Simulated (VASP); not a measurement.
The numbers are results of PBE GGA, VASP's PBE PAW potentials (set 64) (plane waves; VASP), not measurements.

Input for VASP

File POSCAR:
```
SiNi
1
    4.7124080000     0.0000000000     0.0000000000
   -2.3562040000     4.0810650000     0.0000000000
    0.0000000000     0.0000000000     3.8025090000
Ni Si
3 3
Direct
  0.5000000000   0.0000000000   0.0000000000
  0.5000000000   0.5000000000   0.0000000000
  0.0000000000   0.5000000000   0.0000000000
  0.0000000000   0.0000000000   0.0000000000
  0.3333330000   0.6666670000   0.5000000000
  0.6666670000   0.3333330000   0.5000000000
```

### INCAR
```
ALGO=Normal
EDIFF=1E-6
ENCUT=300
GGA=PE
ISIF=2
ISMEAR=0
ISPIN=2
LASPH=.TRUE.
LCHARG=.FALSE.
LMAXMIX=4
LORBIT=11
LREAL=.FALSE.
LWAVE=.FALSE.
MAGMOM=2.0 2.0 2.0 0.0 0.0 0.0
NELM=100
PREC=Accurate
SIGMA=0.1
SYSTEM=SiNi
```

KPOINTS:
```
Automatic
0
G
 5 5 5
```

POTCAR, in this order: Ni Si (PBE.64 set). Program: vasp_std.

Output of the run:

File OUTCAR:
```
 ion  position               nearest neighbor table
   1  0.500  0.000  0.000-   5 2.34   6 2.34   5 2.34   6 2.34   2 2.36   3 2.36   2 2.36   3 2.36
                             4 2.36   4 2.36
   2  0.500  0.500  0.000-   5 2.34   6 2.34   5 2.34   6 2.34   1 2.36   4 2.36   1 2.36   4 2.36
                             3 2.36   3 2.36
   3  0.000  0.500  0.000-   5 2.34   6 2.34   5 2.34   6 2.34   1 2.36   4 2.36   4 2.36   1 2.36
                             2 2.36   2 2.36
   4  0.000  0.000  0.000-   2 2.36   3 2.36   3 2.36   2 2.36   1 2.36   1 2.36
   5  0.333  0.667  0.500-   1 2.34   1 2.34   3 2.34   3 2.34   2 2.34   2 2.34   6 2.72   6 2.72
                             6 2.72
   6  0.667  0.333  0.500-   1 2.34   1 2.34   3 2.34   3 2.34   2 2.34   2 2.34   5 2.72   5 2.72
                             5 2.72
  LATTYP: Found a hexagonal cell.
 ALAT       =     4.7124080000
 C/A-ratio  =     0.8069142146
 Subroutine PRICEL returns:
 Original cell was already a primitive cell.
 Subroutine GETGRP returns: Found 24 space group operations
The static configuration has the point symmetry D_6h.
The dynamic configuration has the point symmetry D_6h.
The overall configuration has the point symmetry D_6h.
 Subroutine INISYM returns: Found 24 space group operations
 Subroutine IBZKPT returns following result:
 Found     15 irreducible k-points:

...
```

**OSZICAR**
```
       N       E                     dE             d eps       ncg     rms          rms(c)
DAV:   1     0.197572511754E+03    0.19757E+03   -0.13017E+04  1680   0.114E+03
DAV:   2    -0.254643245313E+02   -0.22304E+03   -0.21475E+03  1680   0.283E+02
DAV:   3    -0.372033306723E+02   -0.11739E+02   -0.11454E+02  1892   0.784E+01
DAV:   4    -0.375335596911E+02   -0.33023E+00   -0.32838E+00  2008   0.124E+01
DAV:   5    -0.375444927612E+02   -0.10933E-01   -0.10930E-01  2064   0.224E+00    0.276E+01
DAV:   6    -0.427648687604E+02   -0.52204E+01   -0.76651E+01  1968   0.132E+02    0.248E+01
DAV:   7    -0.345348265732E+02    0.82300E+01   -0.27375E+01  2016   0.892E+01    0.609E+00
DAV:   8    -0.346930683419E+02   -0.15824E+00   -0.38612E+00  2288   0.123E+01    0.422E+00
DAV:   9    -0.345253070348E+02    0.16776E+00   -0.58113E-01  2060   0.110E+01    0.101E+00
DAV:  10    -0.345278446239E+02   -0.25376E-02   -0.36875E-02  2148   0.142E+00    0.522E-01
DAV:  11    -0.345272565710E+02    0.58805E-03   -0.20131E-03  2044   0.438E-01    0.291E-01
DAV:  12    -0.345269857926E+02    0.27078E-03   -0.53264E-04  2396   0.307E-01    0.112E-01
DAV:  13    -0.345269894293E+02   -0.36367E-05   -0.13328E-04  2464   0.103E-01    0.355E-02
DAV:  14    -0.345270015162E+02   -0.12087E-04   -0.20166E-05  1860   0.404E-02    0.169E-02
DAV:  15    -0.345270004821E+02    0.10341E-05   -0.50597E-06  1868   0.210E-02    0.966E-03
DAV:  16    -0.345269996795E+02    0.80257E-06   -0.21547E-06  1540   0.108E-02
   1 F= -.34527000E+02 E0= -.34516220E+02  d E =-.215601E-01  mag=    -0.0019
```

OUTCAR:
```
------------------------ aborting loop because EDIFF is reached ----------------------------------------
  FORCE on cell =-STRESS in cart. coord.  units (eV):
  Direction    XX          YY          ZZ          XY          YZ          ZX
  --------------------------------------------------------------------------------------
  Total        6.5848091      6.5848090      3.8638681      0.0000000      0.0000000      0.0000000
  in kB      144.2670407    144.2670378     84.6537542      0.0000000      0.0000000      0.0000000
  external PRESSURE =     124.3959442 kB  Pullay stress =       0.0000000 kB
  volume of cell :       73.13
      direct lattice vectors                 reciprocal lattice vectors
     4.712408000  0.000000000  0.000000000     0.212205734  0.122517039  0.000000000
    -2.356204000  4.081065000  0.000000000     0.000000000  0.245034078  0.000000000
     0.000000000  0.000000000  3.802509000     0.000000000  0.000000000  0.262984256
 POSITION                                       TOTAL-FORCE (eV/Angst)
 -----------------------------------------------------------------------------------
      2.35620      0.00000      0.00000        -0.000000      0.000000      0.000000
      1.17810      2.04053      0.00000        -0.000000      0.000000      0.000000
     -1.17810      2.04053      0.00000        -0.000000      0.000000      0.000000
      0.00000      0.00000      0.00000        -0.000000      0.000000      0.000000
     -0.00000      2.72071      1.90125        -0.000000     -0.000000     -0.000000
      2.35621      1.36035      1.90125         0.000000      0.000000      0.000000
 -----------------------------------------------------------------------------------
    total drift:                                0.000000      0.000000     -0.000000
  FREE ENERGIE OF THE ION-ELECTRON SYSTEM (eV)
  ---------------------------------------------------
  free  energy   TOTEN  =       -34.5269996795 eV

  energy  without entropy=      -34.5054396188  energy(sigma->0) =      -34.51621965

 total charge

# of ion       s       p       d       tot
------------------------------------------
    1        0.535   0.753   8.504   9.792
    2        0.535   0.753   8.504   9.792
    3        0.535   0.753   8.504   9.792
    4        0.784   0.792   0.000   1.576
    5        0.743   0.864   0.000   1.608
    6        0.743   0.864   0.000   1.608
--------------------------------------------------
tot          3.877   4.780  25.511  34.168

 magnetization (x)

# of ion       s       p       d       tot
------------------------------------------
    1        0.000   0.000  -0.000  -0.000
    2        0.000   0.000  -0.000  -0.000
    3        0.000   0.000  -0.000  -0.000
    4       -0.000  -0.000   0.000  -0.000
    5       -0.000  -0.000   0.000  -0.000
    6       -0.000  -0.000   0.000  -0.000
--------------------------------------------------
tot         -0.000  -0.000  -0.001  -0.001
```
(Selected blocks of OUTCAR.)

OUTCAR:
```
 val. band max:       10.4540218943   @ k =   0.0000   0.0000   0.2000

 cond. band min:      10.5533080386   @ k =   0.2000   0.0000   0.2000


 Fermi energy:        10.5519756153

 spin component 1

 k-point     1 :       0.0000    0.0000    0.0000
  band No.  band energies     occupation
      1      -2.5835      1.00000
      2       2.5343      1.00000
      3       4.6724      1.00000
      4       4.8298      1.00000
      5       4.8298      1.00000
      6       5.0116      1.00000
      7       5.2206      1.00000
      8       6.5056      1.00000
      9       6.5056      1.00000
     10       6.7064      1.00000
     11       6.7064      1.00000
     12       6.8730      1.00000
     13       6.9912      1.00000
     14       6.9912      1.00000
     15       8.5275      1.00000
     16       8.5276      1.00000
     17       8.6789      1.00000
     18       8.7267      1.00000
     19       8.7267      1.00000
     20       9.9369      1.00000
     21      10.3966      0.98599
     22      11.1784      0.00000
     23      11.1785      0.00000
     24      12.9548      0.00000
     25      13.6727      0.00000
     26      15.0998      0.00000
     27      15.0998      0.00000
     28      16.3822      0.00000

 k-point     2 :       0.2000    0.0000    0.0000
  band No.  band energies     occupation
      1      -2.2368      1.00000
      2       2.2327      1.00000
      3       3.0057      1.00000
      4       4.4478      1.00000
      5       5.1264      1.00000
      6       5.3667      1.00000
      7       5.7072      1.00000
      8       6.5533      1.00000
      9       6.6171      1.00000
     10       6.6489      1.00000
     11       6.8381      1.00000
     12       6.8885      1.00000
     13       6.9567      1.00000
     14       7.1297      1.00000
     15       8.5108      1.00000
     16       8.5133      1.00000
     17       8.7159      1.00000
     18       8.7483      1.00000
...
```

At this cut-off the stress carries a Pulay error, which pulls relaxed volumes low.

The structure was generated: SiNi was put into an ordered model structure, which need not be its known phase. The cell was not relaxed at this level. The k-mesh is coarse (spacing up to 0.33 per Å, 2π included), so the numbers may not be converged in it.
